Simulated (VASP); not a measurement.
VASP input:

File POSCAR:
```
WSi2
1.0
 -1.5606296541   1.5606296541   3.8291253693
  1.5606296541  -1.5606296541   3.8291253693
  1.5606296541   1.5606296541  -3.8291253693
Si W
2 1
Cart
  0.0000000000  -0.0000000000   5.1042966486
  0.0000000000  -0.0000000000   2.5539540900
  0.0000000000   0.0000000000   0.0000000000
```

File KPOINTS:
```
kpoints
0
Gamma
 14 14 14
```

**INCAR**
```
NSW  =  40
LCHARG  =  .False.
LWAVE  =  .False.
LASPH  =  .True.   # aspherical one-centre terms
LMAXMIX  =  6   # l cut-off of mixed one-centre charges
PREC  =  Accurate
SIGMA  =  0.1
NELM  =  100   # most electronic steps
IBRION  =  2   # conjugate gradients
ALGO  =  Normal
PSTRESS  =  300
GGA  =  PS
ISMEAR  =  1
ISIF  =  3   # ions, shape and volume
EDIFF  =  1E-6
SYSTEM  =  WSi2
LREAL  =  .False.   # projection in real space or not
ENCUT  =  500   # plane-wave cut-off (eV)
EDIFFG  =  -0.02   # ionic stop
```

POTCAR, in this order: Si W_sv (PBE.64 set). Program: vasp_std.

Task: Translate this PBEsol calculation to Ansatz.

Result: One equivalent input (not run):
Ansatz 0.2 input:
```yaml
crystal:
  lattice:
    - [-1.5606297, 1.5606297, 3.8291254]
    - [1.5606297, -1.5606297, 3.8291254]
    - [1.5606297, 1.5606297, -3.8291254]
  atoms:
    - { symbol: Si, position: [0.6665095, 0.6665095, 0.0000000] }
    - { symbol: Si, position: [0.3334905, 0.3334905, 0.0000000] }
    - { symbol: W, position: [0.0000000, 0.0000000, 0.0000000] }
kpoints:
  mp_grid: { grid: [14, 14, 14] }
hamiltonian:
  xc: pbesol
  pseudopotentials: { kind: paw }
scf:
  occupations: { method: methfessel_paxton, width: 0.1 }
  max_iter: 100
relax:
  max_steps: 40
  f_tol: 0.02
  cell: { p_target: 30 }
output: { forces: true, stress: true, eigenvalues: true }
```
The two are equivalent in intent, not identical: each code has its own PAW files, so the cut-off isn't converted (ENCUT is set for VASP's; basis.ecutwfc is left out, and Ansatz then takes the one that its files recommend); Ansatz stops its SCF on the density residual and VASP on the energy change (EDIFF).

The compound is WSi2 in the MoSi2 type structure. This run relaxes it under an external pressure of 30 GPa. Symmetry was kept, so distortions that lower it aren't found.
